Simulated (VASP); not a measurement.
An input for Quantum ESPRESSO's pw.x (written as the equivalent of a VASP run, and not itself run):

```
&CONTROL
  calculation = 'scf'
  pseudo_dir = './pseudo'
  outdir = './out'
  tprnfor = .true.
  tstress = .true.
/
&SYSTEM
  ibrav = 0
  nat = 7
  ntyp = 3
  ecutwfc = 84
  occupations = 'smearing'
  smearing = 'gaussian'
  degauss = 0.000735
  input_dft = 'pbesol'
/
&ELECTRONS
  conv_thr = 7.3e-08
  electron_maxstep = 100
/
ATOMIC_SPECIES
  Ba 137.327 Ba.upf
  Zr 91.224 Zr.upf
  O 15.999 O.upf
CELL_PARAMETERS angstrom
    -2.1017700    2.1017700    6.7783200
     2.1017700   -2.1017700    6.7783200
     2.1017700    2.1017700   -6.7783200
ATOMIC_POSITIONS crystal
  Ba   0.6471700  0.6471700  0.0000000
  Ba   0.3528300  0.3528300  0.0000000
  Zr   0.0000000  0.0000000  0.0000000
  O    0.8436200  0.8436200  0.0000000
  O    0.1563800  0.1563800  0.0000000
  O    0.5000000  0.0000000  0.5000000
  O    0.0000000  0.5000000  0.5000000
K_POINTS automatic
  6 6 6 0 0 0
HUBBARD {ortho-atomic}
U Zr-4d 1
```

Question: Translate this input to VASP (INCAR, KPOINTS, POSCAR, choice of POTCAR).

Answer: Several could match; the one computed here: 
File KPOINTS:
```
Automatic
0
Gamma
6 6 6
0 0 0
```

INCAR:
```
! general
SYSTEM   = Ba2ZrO4
PREC     = Accurate
ENCUT    = 400   ! plane-wave cut-off (eV)
LREAL    = F
LASPH    = T

! electronic loop
EDIFF    = 1E-6
NELM     = 100
ALGO     = Normal   ! blocked Davidson
LMAXMIX  = 4

! smearing
ISMEAR   = 0   ! Gaussian
SIGMA    = 0.01   ! width (eV)

! functional
GGA      = PS   ! PBEsol

! DFT+U
LDAU     = T
LDAUTYPE = 2
LDAUL    = -1 2 -1
LDAUU    = 0 1.0 0
LDAUJ    = 0 0 0

! ions
ISIF     = 2

! output
LWAVE    = F
LCHARG   = F
```

File POSCAR:
```
Ba2ZrO4
13.556640
 -0.1550362037   0.1550362037   0.5000000000
  0.1550362037  -0.1550362037   0.5000000000
  0.1550362037   0.1550362037  -0.5000000000
Ba Zr O
2 1 4
Direct
  0.6471700000   0.6471700000   0.0000000000
  0.3528300000   0.3528300000   0.0000000000
  0.0000000000   0.0000000000   0.0000000000
  0.8436200000   0.8436200000   0.0000000000
  0.1563800000   0.1563800000   0.0000000000
  0.5000000000   0.0000000000   0.5000000000
  0.0000000000   0.5000000000   0.5000000000
```

POTCAR, in this order: Ba_sv Zr_sv O (PBE.64 set). Program: vasp_std.

Limits of the translation: the potentials are each code's own (VASP's PAW set, PseudoDojo norm-conserving files in pw.x), so ENCUT and ecutwfc are chosen apart and not converted; conv_thr bounds pw.x's estimated SCF error, while EDIFF bounds the energy change between steps; the +U projectors differ (PAW spheres against orthogonalised atomic orbitals), so the same U acts differently.

The structure comes from a computed database's Ba2ZrO4 entry (I4/mmm); how it stands against other phases isn't given here. The cell was not relaxed at this level. The run is one of a series of settings (LDAU = .TRUE., LDAUJ = 0 0 0, LDAUL = -1 2 -1, LDAUTYPE = 2, LDAUU = 0 1.0 0 against the base run), some of them coarse on purpose.
